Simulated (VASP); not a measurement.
Input:

```
Ca
1.0
    0.00000     2.84580     2.84580
    2.84580     0.00000     2.84580
    2.84580     2.84580     0.00000
Ca
1
Cartesian
  0.00000   0.00000   0.00000
```

The numbers are results of PBE GGA, VASP's PBE PAW potentials (set 64) (plane waves; VASP 6.6.1), not measurements. Numerical set-up: 400 eV cut-off, 10×10×10 Γ-centred mesh, first-order Methfessel-Paxton smearing of 0.10 eV, potentials Ca_sv.

Q: Estimate the energy per atom (σ→0), pressure, band gap (on the k-mesh) with the smallest direct gap where there is one.

A: 
```yaml
band gap (on the k-mesh): none (metal, semimetal or under 0.01 eV)
energy per atom (σ→0): -1.915 eV/atom
pressure: -1.36 GPa
```

Only differences to runs with the same potentials and settings are physical.

The compound is Ca in the fcc structure. The cell was not relaxed at this level.
